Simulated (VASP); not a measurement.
The system is MgB2.

```xyz
3
Lattice="3.0850 0.0000 0.0000 -1.5425 2.6717 0.0000 0.0000 0.0000 3.5230" Properties=species:S:1:pos:R:3 pbc="T T T"
Mg    0.0000    0.0000    0.0000
B     0.0000    1.7811    1.7615
B     1.5425    0.8906    1.7615
```

Base run:

| Item | Value |
| --- | --- |
| Program | VASP 6.6.1 |
| Functional | HSE06 |
| Potentials or basis | VASP PAW PBE potentials, release 64 (Mg, B) |
| Cutoff | 520 eV |
| k mesh | 8 × 8 × 6 |
| Occupations | fermi-dirac, width 0.05 eV |
| Spin | no spin polarisation |

Its results: band gap on the k mesh none (metal or under the smearing width); pressure -2.5 GPa.

Question: The run is repeated on the same cell with these changes: functional from HSE06 to PBE. What comes out?

Answer: Band gap on the k mesh none (metal or under the smearing width); pressure -1.2 GPa.

Caveats: the PAW data sets were made with another functional, which shifts forces and pressure a little (some runs).

Not every run made on this cell is shown here.
